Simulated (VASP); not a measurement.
Method: PBE GGA with D4 dispersion, VASP's PBE PAW potentials (set 64) (plane waves; VASP 6.6.1).

VASP input:

File POSCAR:
```
MgI2
1
    2.0223232644    -3.5027662326     0.0000000000
    2.0223232644     3.5027662326     0.0000000000
    0.0000000000     0.0000000000     6.7421107471
Mg I
1 2
Direct
  1.0000000000   1.0000000000   1.0000000000
  0.3333330000   0.6666670000   0.2432622769
  0.6666670000   0.3333330000   0.7567377231
```

### KPOINTS
```
Regular mesh
0
gamma
 6 6 4
0 0 0
```

**INCAR**
```
SYSTEM = MgI2
PREC = Accurate
ENCUT = 520
EDIFF = 1E-7
NELM = 100
ALGO = Normal
LREAL = .FALSE.
LASPH = .TRUE.
ISMEAR = 0
SIGMA = 0.05
GGA = PE
IVDW = 13
LMAXMIX = 4
LWAVE = .FALSE.
LCHARG = .FALSE.
ISIF = 4
IBRION = 2
NSW = 30
EDIFFG = -0.01
```

POTCAR, in this order: Mg I (PBE.64 set). Program: vasp_std.

Q: Estimate the energy per atom (σ→0), dispersion energy.

A: 
energy per atom (σ→0): -2858 meV/atom
dispersion energy: -0.962 eV

### OSZICAR
```
...
DAV:   2    -0.761379761880E+01    0.17015E-02   -0.43431E-03   668   0.499E-01    0.125E-01
DAV:   3    -0.761287842898E+01    0.91919E-03   -0.11555E-03   704   0.218E-01    0.560E-02
DAV:   4    -0.761279478389E+01    0.83645E-04   -0.38592E-04   700   0.118E-01    0.136E-02
DAV:   5    -0.761279962652E+01   -0.48426E-05   -0.21013E-05   636   0.287E-02    0.103E-02
DAV:   6    -0.761280049149E+01   -0.86497E-06   -0.13953E-06   664   0.890E-03    0.427E-03
DAV:   7    -0.761280081947E+01   -0.32799E-06   -0.54335E-07   628   0.552E-03    0.792E-04
DAV:   8    -0.761280082321E+01   -0.37368E-08   -0.20959E-08   360   0.114E-03
   5 F= -.85746226E+01 E0= -.85746226E+01  d E =-.235693E-02
```

The compound is MgI2 in the 1T layered structure. This cell is one point of a volume scan, at 0.94 of the reference volume. Symmetry was kept, so distortions that lower it aren't found.
